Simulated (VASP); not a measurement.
Data:

```xyz
4
Lattice="-1.7085 1.7085 5.8206 1.7085 -1.7085 5.8206 1.7085 1.7085 -5.8206" Properties=species:S:1:pos:R:3 pbc="T T T"
Nb     0.0000     0.0000     8.7276
Nb     1.7085     0.0000     5.8173
As     0.0000     0.0000     1.9473
As     0.0000     1.7085     4.8576
```

Level of theory: PBE GGA, VASP's PBE PAW potentials (set 64) (plane waves; VASP). Run with 300 eV cut-off, 8×8×8 Γ-centred mesh, Gaussian smearing of 0.10 eV, potentials Nb_sv As.

At this cut-off the stress carries a Pulay error, which pulls relaxed volumes low.

Task: Predict the energy per atom (σ→0), pressure, largest force, band gap (on the k-mesh) with the smallest direct gap where there is one.

Result: 
* **band gap (on the k-mesh)**: none (metal, semimetal or under 0.01 eV)
* **energy per atom (σ→0)**: -8.110 eV/atom
* **pressure**: 7.40 GPa
* **largest force**: 0.060 eV/Å

Only differences to runs with the same potentials and settings are physical.

The structure comes from a computed database's NbAs entry; how it stands against other phases isn't given here. The cell was not relaxed at this level. The k-mesh is coarse (spacing up to 0.33 per Å, 2π included), so the numbers may not be converged in it.
